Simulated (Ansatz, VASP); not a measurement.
# Cross-check of SnTeS (1T-SnSTe, 2 layers, AA) between VASP and Ansatz

Aim: how closely do two programs agree when they are given the same cell, functional and k mesh? The structure shown is the start of the Ansatz relaxation below; VASP solves that cell, so the two are compared at the walk's first step.

Program: Ansatz 0.2.0. Level of theory: plane waves, with VASP 6.6.1 beside it; single point at PBE with D3(BJ). Results are calculated unless marked as measured.

## Step 1: Set-up

The cell holds 6 atoms: 2 Te, 2 Sn and 2 S. Its edges and angles: a = 3.742 Å, b = 3.742 Å, c = 47.011 Å, α = 90.0°, β = 90.0°, γ = 120.0°. Vacuum lies along c.

## Step 2: Ansatz: relaxation, PBE with D3(BJ)

Ansatz runs on its default PAW (the set named soft_2) files.

The two programs are compared at the cell with which this relaxation starts, whose forces are those of its first step.

input.yaml

```yaml
crystal:
  lattice:
    - [3.7422765, 0.0, 0.0]
    - [-1.87113825, 3.240906517, 0.0]
    - [0.0, 0.0, 47.0110456967]
  atoms:
    - { symbol: Te, position: [0.6666666667, 0.3333333333, 0.4147961338] }
    - { symbol: Sn, position: [0.0, 0.0, 0.447471341] }
    - { symbol: S, position: [0.3333333333, 0.6666666667, 0.4664972354] }
    - { symbol: Te, position: [0.6666666667, 0.3333333333, 0.5335027646] }
    - { symbol: Sn, position: [0.0, 0.0, 0.5661779718] }
    - { symbol: S, position: [0.3333333333, 0.6666666667, 0.5852038662] }
  periodic: [true, true, false]
kpoints:
  mp_grid: { grid: [9, 9, 1] }
hamiltonian:
  xc: pbe
  dispersion: d3bj
scf:
  occupations: { method: fermi_dirac, width: 0.05 }
  convergence: { dr2_threshold: 1.0e-09 }
relax:
  f_tol: 0.015
  max_steps: 90
  cell: {}
output:
  write_potential: true
  write_density: true
  volumetric_format: npy
```

The run is started by

```bash
> ansatz run input.yaml --threads 2 --pin off --max-ram 3072MiB --backend cpu --events-out ev --progress --plain --runs-dir out
```

Numbers of over 12 decimals in the logs are rounded to 6 here.

Output:

```text
Warning: relax.cell: scf.convergence.dr2_threshold = 1e-9 eV is looser than the 1.84958116545e-10 eV advised for a relaxation that steers and ends on the stress (1e-10 eV for each atom of the cell: 6, times the square of relax.cell.stress_2d_tol = 0.05 N/m over 18.0 Å (the atoms' height at the walk's start and 5 Å past either face), 2.776e-2 GPa, over a crystal's default 0.05). What an SCF threshold leaves in a stress goes as its square root, and in the free energy as the threshold itself, and one threshold admits the most on a small cell: [figures from the program's tests cut] Set scf.convergence.dr2_threshold to 1.84958116545e-10 eV or tighter. [rest of the remark cut]
Engine: ansatz 0.2.0, x86_64-unknown-linux-gnu
Pseudopotentials: kind: paw
Pseudopotential: Te, paw, valence charge 16, recommended cutoff 420 eV (normal), Te.paw.azcp
Pseudopotential: Sn, paw, valence charge 14, recommended cutoff 420 eV (normal), Sn.paw.azcp
Pseudopotential: S, paw, valence charge 6, recommended cutoff 420 eV (normal), S.paw.azcp
Functional definition: PBE
  parameter kappa = 0.804
  parameter beta = 0.066725
  exchange = pbe_x(kappa = kappa, mu = beta*pi^2/3)
  correlation = pbe_c(beta = beta)
Crystal: 6 atoms, lattice volume = 570.167 Å³
Basis set: ecut = 420 eV, 11197 PW (Γ), exchange–correlation on 54×54×640 points (8 copies of the dense FFT grid, shifted against one another)
Bands: 44, of which v1, the nominal top of the filled ones, is band 36 counted from 1 (35 counted from 0)
Symmetry: 6 space group operations
Space group: P3m1 (ITA 156), of the structure as read, at distance tolerance 8.3e-5 Å
k-points: 12 of 81 (time reversal used)
Non-local potential: Te, projectors of the file, l = 0: 2, l = 1: 2, l = 2: 2, l = 3: 2
Non-local potential: Sn, projectors of the file, l = 0: 2, l = 1: 2, l = 2: 2, l = 3: 2
Non-local potential: S, projectors of the file, l = 0: 2, l = 1: 2, l = 2: 2
PAW form: soft (Blöchl's): semilocal exchange-correlation on the pseudo side does not see the compensation charge
PAW one-centre angular grid: Te, 590 points (default); XC on 64 Gauss nodes
PAW one-centre angular grid: Sn, 590 points (default); XC on 64 Gauss nodes
PAW one-centre angular grid: S, 110 points (default); XC on 64 Gauss nodes
Initial density: superposition of atomic densities (neutral atoms: chi_scale 0, normalization atom), corrected by the library's trained network
Initial wavefunctions: pseudopotential atomic-orbital guess
Functional: x = pbe(κ = 0.804, μ = 0.219515), c = pbe(β = 0.066725)
SCF iter   1: F=—  HF=-27810.038877 eV  |F-HF|=—  |Δ(HF+E_count)|=         —  Δρ=2.44e-3  dr2=9.89e-2  ethr=1.77e-3  ⟨swp⟩=18.8  Hψ=4179  notcnv=0  defer=7
preconditioner: auto → LDOS  [insulator: Δε(μ)=0.411 eV  Ē_g=16.270 eV  σ=0.050 eV  W_gap=0.97  n_scr=28 (ndim 8)  ℏωp=11.2 eV  f_vac=0.746  D(μ)=0.13/eV (n_scr^D=2)  ε∞_Penn≈1.5  β→1.0]
SCF iter   2: F=—  HF=-27810.042261 eV  |F-HF|=—  |Δ(HF+E_count)|=   3.38e-3  Δρ=2.00e-3  dr2=9.13e-2  ethr=1.37e-4  ⟨swp⟩=4.6  Hψ=1433  notcnv=0  defer=28
SCF iter   3: F=—  HF=-27810.023305 eV  |F-HF|=—  |Δ(HF+E_count)|=   1.90e-2  Δρ=5.15e-4  dr2=1.39e-2  ethr=1.27e-4  ⟨swp⟩=4.0  Hψ=1128  notcnv=0  defer=28
SCF iter   4: F=—  HF=-27810.021737 eV  |F-HF|=—  |Δ(HF+E_count)|=   1.57e-3  Δρ=1.88e-4  dr2=3.48e-3  ethr=1.93e-5  ⟨swp⟩=3.2  Hψ=1091  notcnv=0  defer=28
SCF iter   5: F=—  HF=-27810.021355 eV  |F-HF|=—  |Δ(HF+E_count)|=   3.82e-4  Δρ=9.07e-5  dr2=7.72e-4  ethr=4.83e-6  ⟨swp⟩=2.7  Hψ=709  notcnv=0  defer=28
SCF iter   6: F=—  HF=-27810.021271 eV  |F-HF|=—  |Δ(HF+E_count)|=   8.37e-5  Δρ=6.40e-5  dr2=8.29e-5  ethr=1.07e-6  ⟨swp⟩=3.3  Hψ=861  notcnv=0  defer=28
SCF iter   7: F=—  HF=-27810.021208 eV  |F-HF|=—  |Δ(HF+E_count)|=   6.29e-5  Δρ=2.29e-5  dr2=8.91e-6  ethr=1.15e-7  ⟨swp⟩=3.0  Hψ=902  notcnv=0  defer=28
SCF iter   8: F=—  HF=-27810.021209 eV  |F-HF|=—  |Δ(HF+E_count)|=   1.20e-6  Δρ=8.15e-6  dr2=7.27e-7  ethr=1.24e-8  ⟨swp⟩=3.0  Hψ=1023  notcnv=0  defer=28
SCF iter   9: F=—  HF=-27810.021260 eV  |F-HF|=—  |Δ(HF+E_count)|=   5.05e-5  Δρ=2.64e-6  dr2=5.39e-8  ethr=1.01e-9  ⟨swp⟩=3.2  Hψ=1182  notcnv=0  defer=28
SCF iter  10: F=—  HF=-27810.021260 eV  |F-HF|=—  |Δ(HF+E_count)|=   5.56e-8  Δρ=8.14e-7  dr2=6.11e-9  ethr=7.48e-11  ⟨swp⟩=3.2  Hψ=1124  notcnv=0  defer=28
[...]
SCF 9 converged in 7 iterations: F = -27815.218786 eV  dr2 = 1.71e-10
relax step   9: F+E_penalty+E_count = -27815.21878646 eV  Δ(F+E_penalty+E_count) = -1.328e-4 eV  max|allowed force component| = 8.982e-4 eV/Å  Δτ_max = 0.0065 Å  P = -0.005 N/m  Ω = 604.134 Å³  energy of the carried Pulay correction = -3.898e-3 eV  fix = [c, alpha, beta]  reactions: c -0.000 N/m  (7 SCF iters, accepted)
Initial wavefunctions: pseudopotential atomic-orbital guess (no wavefunctions were taken with the density)
iter 1 solved again at ethr=8.65e-7 eV; its pass at ethr=3.10e-3 eV (dr2=6.23e-4 eV) is discarded
SCF iter   1: F=—  HF=-27815.217421 eV  |F-HF|=—  |Δ(HF+E_count)|=         —  Δρ=1.15e-4  dr2=2.54e-6  ethr=8.65e-7  ⟨swp⟩=4.8  Hψ=5494  notcnv=0
preconditioner: auto → LDOS  [metal: Δε(μ)=0.055 eV  Ē_g=8.727 eV  σ=0.050 eV  W_gap=0.27  n_scr=58 (ndim 8)  ℏωp=8.5 eV  f_vac=0.717  D(μ)=3.04/eV (n_scr^D=14)  β→1.0]
SCF iter   2: F=—  HF=-27815.220993 eV  |F-HF|=—  |Δ(HF+E_count)|=   3.57e-3  Δρ=1.04e-5  dr2=5.82e-7  ethr=3.53e-9  ⟨swp⟩=4.0  Hψ=1397  notcnv=0
SCF iter   3: F=—  HF=-27815.220982 eV  |F-HF|=—  |Δ(HF+E_count)|=   1.06e-5  Δρ=3.82e-6  dr2=5.62e-8  ethr=8.08e-10  ⟨swp⟩=2.8  Hψ=1091  notcnv=0
SCF iter   4: F=—  HF=-27815.220992 eV  |F-HF|=—  |Δ(HF+E_count)|=   9.43e-6  Δρ=5.80e-7  dr2=4.38e-9  ethr=7.80e-11  ⟨swp⟩=3.9  Hψ=1389  notcnv=0
SCF iter   5: F=-27815.220993 eV  HF=-27815.220993 eV  |F-HF|=4.27e-8  |Δ(HF+E_count)|=   8.17e-7  Δρ=2.77e-7  dr2=6.61e-10  ethr=1.39e-12  ⟨swp⟩=16.7  Hψ=4506  notcnv=0
SCF 10 converged in 5 iterations: F = -27815.220993 eV  dr2 = 6.61e-10
relax step  10: F+E_penalty+E_count = -27815.22099258 eV  Δ(F+E_penalty+E_count) = -2.206e-3 eV  max|allowed force component| = 1.283e-3 eV/Å  Δτ_max = 0.0000 Å  P = -0.044 N/m  Ω = 604.134 Å³  fix = [c, alpha, beta]  reactions: c -0.000 N/m  stress off target by 4.36e-2 N/m on what of the cell is left free  SCF on the basis re-selected at this cell (its energy is not comparable with the rows above)  (5 SCF iters)
basis re-selected at this cell: Δ(F+E_penalty+E_count) = -2.206e-3 eV, ΔP = -0.039 N/m vs the last step (what re-selecting the basis moved, of the pressure what is left beyond the Pulay correction that the steps carried, after the strain that the cell walked since its last selection, with what the two solves' SCF thresholds leave and, on support functions, any second-order correction that the steps lacked; it is no m [...]
WARN: The input density's exchange-correlation potential varies sharply where the density is thin. Do not read a vacuum level from v_tot or v_xc, or from such a field of the output density. On a cell that repeats whose density bears no net charge and no dipole along the vacuum's axis use v_es (v_loc + v_h of the components); under efield.dipole_correction with no amplitude use v_es + v_field, which holds any external [...]
SCF converged after 5 iterations
Free energy (F): -27815.220993 eV
Harris-Foulkes:  -27815.220993 eV  (|F-HF|=4.27e-8)
Internal energy: -27815.197432 eV  (E = F + TS)
E sigma→0 (E₀):  -27815.209212 eV
Entropy (-TS):   -0.023561 eV (-3.927 meV/atom)
Fermi energy:    -5.065310 eV
--- Per-component energies (eV) ---
  E_band       = -1711.822261
  E_kinetic    = 946.865730
  E_local      = -291320.789561  (includes V_loc(G=0)·N_el)
  E_nonlocal   = -625.358627
  E_hartree    = 145675.438262
  E_xc         = -1204.557384
  E_vxc        = -571.406730  (∫ρ·V_xc dr)
  E_paw        = -18805.424739  (= ΣΔE_a)
  E_vpaw       = -1492.009756  (= ΣTr[D̂ρ^β])
  E_aug_tail   = -0.000371  (compensation charges beyond the density's cutoff)
  E_ewald      = 137520.544148
  E_disp       = -1.914890  (pairwise vdW)
  E_smearing   = -0.023561  (= −TS)
  E_closure    = -0.000000  (closes the sum)
  Σ components = -27815.220993   (vs F -27815.220993, Δ=0.00e0)
--- Forces (eV/Å), atoms counted from 1 ---
  atom   1  Te    -0.00000000    -0.00000000     0.00045035
  atom   2  Sn     0.00000000     0.00000000     0.00092503
  atom   3  S     -0.00000000     0.00000000    -0.00124966
  atom   4  Te    -0.00000000     0.00000000     0.00128235
  atom   5  Sn    -0.00000000    -0.00000000    -0.00065085
  atom   6  S      0.00000000     0.00000000    -0.00076233
  max |Σ_I F_I| component: 5.12e-6 eV/Å
--- 2D stress c σ (N/m, compression-positive) ---
       -0.043568       0.000000       0.000000
        0.000000      -0.043568       0.000000
        0.000000       0.000000      -0.000000
  P = ½ c Tr σ = -0.0436 N/m
--- Band table (eV; the first three rows and the last of 12) ---
  k-point 0: bands = [... 32 lower, -4.9225, -4.9225, -4.8485, -4.8485, -4.8463, -4.0753, -2.2060, -1.8930, ... 4 higher]
  k-point 1: bands = [... 32 lower, -5.9159, -5.7367, -5.0906, -4.9923, -4.2068, -3.8680, -2.0216, -1.8877, ... 4 higher]
  k-point 2: bands = [... 32 lower, -7.1371, -6.2364, -5.4580, -5.2863, -4.3656, -3.9352, -2.2032, -1.6937, ... 4 higher]
  k-point 11: bands = [... 32 lower, -7.4575, -6.9715, -6.6876, -6.2334, -4.9247, -4.2479, -1.7620, -1.1742, ... 4 higher]
  the weakly bound empty levels are not read free of the cell's end (no_gap_told)
--- Relaxed structure (9 steps of the walk, 9 accepted, 1 SCFs on fresh bases) ---
  F+E_penalty+E_count = -27815.22099258 eV   max|allowed force component| = 1.283e-3 eV/Å   (the final SCF, on the basis selected at the relaxed cell)
  cell:  # Å, volume = 604.1341 Å³
    - [3.852134, 0, 0]
    - [-1.926067, 3.336046, 0]
    - [0, 0, 47.0110456967]
  atoms:
    - { symbol: Te, position: [0.666667, 0.333333, 0.399034] }
    - { symbol: Sn, position: [-7.703083799785944e-18, 0, 0.439187] }
    - { symbol: S, position: [0.333333, 0.666667, 0.469870] }
    - { symbol: Te, position: [0.666667, 0.333333, 0.531382] }
    - { symbol: Sn, position: [5.2957623625510335e-18, 0, 0.571874] }
    - { symbol: S, position: [0.333333, 0.666667, 0.602303] }
```

## Step 3: VASP: single point, PBE with D3(BJ), start cell

The same cell, functional, mesh and smearing now go to VASP, with its own data sets.

Lines of VASP's logs that name or quote its potential files are left out, and so is its time.

INCAR

```
SYSTEM = SnTeS
PREC = Accurate
ENCUT = 400
EDIFF = 1E-06
NELM = 120
ISMEAR = -1
SIGMA = 0.05
LREAL = .FALSE.
ALGO = Normal
GGA = PE
IVDW = 12
NBANDS = 32
LORBIT = 11
LWAVE = .FALSE.
LCHARG = .FALSE.
ISIF = 2
LDIPOL = .TRUE.
IDIPOL = 3
DIPOL = 0.5 0.5 0.502
LVHAR = .TRUE.
LASPH = .TRUE.
GGA_COMPAT = .FALSE.
NELMDL = -8
KPAR = 2
```

POSCAR

```
SnTeS
1.0
    3.7422770000      0.0000000000      0.0000000000
   -1.8711380000      3.2409070000      0.0000000000
    0.0000000000      0.0000000000     47.0110460000
Te Sn S
2 2 2
Direct
    0.6666664371      0.3333332305      0.4147961311
    0.6666664371      0.3333332305      0.5335027644
    0.0000000000      0.0000000000      0.4474713454
    0.0000000000      0.0000000000      0.5661779787
    0.3333331414      0.6666664610      0.4664972356
    0.3333331414      0.6666664610      0.5852038689
```

KPOINTS

```
Automatic mesh
0
Gamma
9 9 1
0 0 0
```

PAW data sets: Te, Sn_d and S (PBE family, release 64).

The run is started by

```bash
> mpirun -np 2 vasp_std
```

Output:

```text
[banner, memory and clock lines left out]
running    2 mpi-ranks, on    1 nodes
 distrk:  each k-point on    1 cores,    2 groups
 distr:  one band on    1 cores,    1 groups

 POSCAR found type information on POSCAR TeSnS
 POSCAR found :  3 types and       6 ions
 LDA part: xc-table for (Slater+PW92), standard interpolation
 POSCAR, INCAR and KPOINTS ok, starting setup
 FFT: planning ... GRIDC
 FFT: planning ... GRID_SOFT
 FFT: planning ... GRID
 WAVECAR not read
 entering main loop
       N       E                     dE             d eps       ncg     rms          rms(c)
DAV:   1     0.387896208637E+03    0.38790E+03   -0.19454E+04   984   0.107E+03
DAV:   2     0.264863792558E+02   -0.36141E+03   -0.35534E+03  1048   0.263E+02
DAV:   3    -0.167914140409E+02   -0.43278E+02   -0.42961E+02   968   0.118E+02
DAV:   4    -0.185249160493E+02   -0.17335E+01   -0.17285E+01  1000   0.266E+01
DAV:   5    -0.185826361375E+02   -0.57720E-01   -0.57708E-01  1144   0.452E+00
DAV:   6    -0.185841642819E+02   -0.15281E-02   -0.15281E-02  1112   0.676E-01
DAV:   7    -0.185841995006E+02   -0.35219E-04   -0.35218E-04  1208   0.997E-02
DAV:   8    -0.185842000835E+02   -0.58298E-06   -0.58270E-06   952   0.142E-02    0.187E+01
DAV:   9    -0.176350583486E+02    0.94914E+00   -0.15534E+00  1072   0.118E+01    0.118E+01
DAV:  10    -0.175457304021E+02    0.89328E-01   -0.15614E+00  1192   0.751E+00    0.173E+00
DAV:  11    -0.174961943293E+02    0.49536E-01   -0.35263E-01  1056   0.522E+00    0.105E+00
DAV:  12    -0.174970303810E+02   -0.83605E-03   -0.34799E-02   888   0.122E+00    0.447E-01
DAV:  13    -0.174973112443E+02   -0.28086E-03   -0.51503E-03  1072   0.423E-01    0.259E-01
DAV:  14    -0.174973754393E+02   -0.64195E-04   -0.10256E-03  1120   0.165E-01    0.160E-01
[...]
DAV:  23    -0.174975384061E+02   -0.16792E-04   -0.93719E-07   624   0.443E-03    0.509E-03
DAV:  24    -0.174975543744E+02   -0.15968E-04   -0.96861E-07   704   0.359E-03    0.168E-03
DAV:  25    -0.174975570968E+02   -0.27224E-05   -0.71510E-08   664   0.140E-03    0.108E-03
DAV:  26    -0.174975599800E+02   -0.28831E-05   -0.54173E-08   624   0.121E-03    0.822E-04
DAV:  27    -0.174975657991E+02   -0.58192E-05   -0.81350E-08   608   0.123E-03    0.680E-04
DAV:  28    -0.174975668545E+02   -0.10554E-05   -0.17561E-08   632   0.502E-04    0.580E-04
DAV:  29    -0.174975690129E+02   -0.21584E-05   -0.39694E-08   592   0.612E-04    0.337E-04
DAV:  30    -0.174975692613E+02   -0.24846E-06   -0.10678E-08   632   0.455E-04
   1 F= -.19732756E+02 E0= -.19731444E+02  d E =-.262417E-02
```

[end of part 1 of 2]

[Lines on the potential files, build, host, timing and source positions are cut from VASP's logs without a mark.]

[Logs are printed without paths, hosts, clocks, repeated set-up lines and the standing remarks that a program may print on its own settings, such as how far it seeks lower states.]

[Hosts, paths, dates, database ids (printed as entryN), source tags and the programs' standing remarks are cut or masked in the printed files.]
